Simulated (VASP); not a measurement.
OSZICAR of a VASP run on Cl₂ (molecule in a box):

**OSZICAR**
```
       N       E                     dE             d eps       ncg     rms          rms(c)
DAV:   1     0.145117538129E+03    0.14512E+03   -0.26872E+03    22   0.593E+02
DAV:   2     0.424678262427E+02   -0.10265E+03   -0.93904E+02    36   0.911E+01
DAV:   3    -0.132394103563E+02   -0.55707E+02   -0.55641E+02    36   0.101E+02
DAV:   4    -0.158716302676E+02   -0.26322E+01   -0.26319E+01    28   0.271E+01
DAV:   5    -0.158974621944E+02   -0.25832E-01   -0.25832E-01    22   0.320E+00    0.112E+01
DAV:   6    -0.139356985391E+02    0.19618E+01   -0.41569E-01    25   0.709E+00    0.773E+00
DAV:   7    -0.879046269164E+01    0.51452E+01   -0.28904E+00    28   0.121E+01    0.347E+00
DAV:   8    -0.111472372918E+02   -0.23568E+01   -0.66413E-01    22   0.668E+00    0.117E+00
DAV:   9    -0.122814410714E+02   -0.11342E+01   -0.67982E-01    22   0.529E+00    0.481E-01
DAV:  10    -0.124518963214E+02   -0.17046E+00   -0.57188E-02    22   0.236E+00    0.489E-01
DAV:  11    -0.124484257388E+02    0.34706E-02   -0.47107E-03    28   0.709E-01    0.355E-01
DAV:  12    -0.122396657670E+02    0.20876E+00   -0.38558E-02    22   0.203E+00    0.163E-01
DAV:  13    -0.121393424117E+02    0.10032E+00   -0.31859E-02    30   0.173E+00    0.134E-01
DAV:  14    -0.120644803371E+02    0.74862E-01   -0.24359E-02    22   0.148E+00    0.144E-01
DAV:  15    -0.120401019618E+02    0.24378E-01   -0.26793E-03    25   0.484E-01    0.163E-01
DAV:  16    -0.120474962437E+02   -0.73943E-02   -0.44420E-04    22   0.217E-01    0.110E-01
DAV:  17    -0.120795677163E+02   -0.32071E-01   -0.24786E-02    22   0.133E+00    0.686E-02
DAV:  18    -0.120808410067E+02   -0.12733E-02   -0.15172E-03    22   0.519E-01    0.419E-02
DAV:  19    -0.120862243656E+02   -0.53834E-02   -0.31048E-03    22   0.602E-01    0.215E-02
DAV:  20    -0.120858416983E+02    0.38267E-03   -0.34872E-04    25   0.258E-01    0.109E-02
DAV:  21    -0.120865837184E+02   -0.74202E-03   -0.72894E-04    22   0.334E-01    0.139E-02
DAV:  22    -0.120856093445E+02    0.97437E-03   -0.23496E-04    22   0.189E-01    0.960E-03
DAV:  23    -0.120873116172E+02   -0.17023E-02   -0.21878E-03    25   0.475E-01    0.113E-02
DAV:  24    -0.120870126715E+02    0.29895E-03   -0.18821E-04    28   0.202E-01    0.150E-02
DAV:  25    -0.120868139623E+02    0.19871E-03   -0.44146E-05    30   0.103E-01    0.158E-02
DAV:  26    -0.120867834329E+02    0.30529E-04   -0.13912E-06    14   0.189E-02    0.155E-02
DAV:  27    -0.120869200000E+02   -0.13657E-03   -0.79493E-06    25   0.408E-02    0.149E-02
DAV:  28    -0.120877090412E+02   -0.78904E-03   -0.13125E-04    22   0.134E-01    0.895E-03
DAV:  29    -0.317225827748E+02   -0.19635E+02   -0.68299E-05    28   0.127E-01    0.206E+01
DAV:  30    -0.110719315071E+02    0.20651E+02   -0.16863E+03    28   0.162E+02    0.401E+00
DAV:  31    -0.119605342778E+02   -0.88860E+00   -0.34653E-03    22   0.760E-01    0.803E-01
DAV:  32    -0.120731677675E+02   -0.11263E+00   -0.54542E-04    22   0.368E-01    0.163E-01
DAV:  33    -0.120864527715E+02   -0.13285E-01   -0.12583E-04    28   0.182E-01    0.358E-02
DAV:  34    -0.120878358746E+02   -0.13831E-02   -0.11042E-04    22   0.146E-01    0.934E-03
DAV:  35    -0.120880564716E+02   -0.22060E-03   -0.49912E-05    28   0.940E-02    0.394E-03
DAV:  36    -0.120880852945E+02   -0.28823E-04   -0.73914E-06    28   0.437E-02    0.480E-03
DAV:  37    -0.120880349301E+02    0.50364E-04   -0.20304E-05    22   0.622E-02    0.466E-03
DAV:  38    -0.120880561259E+02   -0.21196E-04   -0.12802E-05    22   0.561E-02    0.453E-03
DAV:  39    -0.120880396809E+02    0.16445E-04   -0.77289E-06    22   0.450E-02    0.277E-03
DAV:  40    -0.120880417866E+02   -0.21057E-05   -0.48906E-06    22   0.362E-02
   1 F= -.12088042E+02 E0= -.12088042E+02  d E =-.120880E+02
       N       E                     dE             d eps       ncg     rms          rms(c)
DAV:   1    -0.120837014751E+02    0.43382E-02   -0.40758E-01    22   0.391E+00    0.101E+00
DAV:   2    -0.120835500013E+02    0.15147E-03   -0.16951E-02    22   0.122E+00    0.252E-01
DAV:   3    -0.120888281032E+02   -0.52781E-02   -0.87232E-03    22   0.106E+00    0.105E-01
DAV:   4    -0.120798057847E+02    0.90223E-02   -0.88150E-03    22   0.789E-01    0.515E-02
DAV:   5    -0.120866904901E+02   -0.68847E-02   -0.43698E-03    22   0.574E-01    0.176E-02
DAV:   6    -0.120880515831E+02   -0.13611E-02   -0.10919E-03    22   0.380E-01    0.364E-03
DAV:   7    -0.120879470775E+02    0.10451E-03   -0.10182E-03    22   0.326E-01    0.154E-02
DAV:   8    -0.120882151202E+02   -0.26804E-03   -0.61599E-05    22   0.106E-01    0.759E-03
DAV:   9    -0.120882606013E+02   -0.45481E-04   -0.34212E-05    28   0.744E-02    0.161E-03
DAV:  10    -0.120882602532E+02    0.34801E-06   -0.42550E-05    22   0.112E-01
   2 F= -.12088260E+02 E0= -.12088260E+02  d E =-.218467E-03
       N       E                     dE             d eps       ncg     rms          rms(c)
DAV:   1    -0.120879193527E+02    0.34125E-03   -0.86265E-02    25   0.182E+00    0.455E-01
DAV:   2    -0.120872830596E+02    0.63629E-03   -0.53943E-03    22   0.616E-01    0.128E-01
DAV:   3    -0.120877258253E+02   -0.44277E-03   -0.23037E-03    28   0.418E-01    0.488E-02
DAV:   4    -0.120855485465E+02    0.21773E-02   -0.32222E-03    22   0.506E-01    0.197E-02
DAV:   5    -0.120888964305E+02   -0.33479E-02   -0.18764E-03    22   0.417E-01    0.661E-03
DAV:   6    -0.120889084310E+02   -0.12001E-04   -0.20547E-04    28   0.169E-01    0.366E-03
DAV:   7    -0.120887669181E+02    0.14151E-03   -0.22824E-04    22   0.168E-01    0.553E-03
DAV:   8    -0.120890553112E+02   -0.28839E-03   -0.98143E-05    22   0.119E-01    0.266E-03
DAV:   9    -0.120890508806E+02    0.44305E-05   -0.15471E-05    22   0.551E-02
   3 F= -.12089051E+02 E0= -.12089051E+02  d E =-.100909E-02
```

Q: Which electronic solver shows in the log?

A: It is blocked Davidson (ALGO = Normal, or the opening steps of other solvers). The INCAR had ALGO = Normal.

Q: Can the final energy be trusted as converged?

A: The calculation finished and met its thresholds. It stopped with EDIFF = 1E-5, NELM = 100, NSW = 50 and EDIFFG = -0.03 after 3 ionic steps (r2SCAN meta-GGA, plane waves, VASP's PBE PAW potentials (set 64)).

The cell is a molecule in a box.
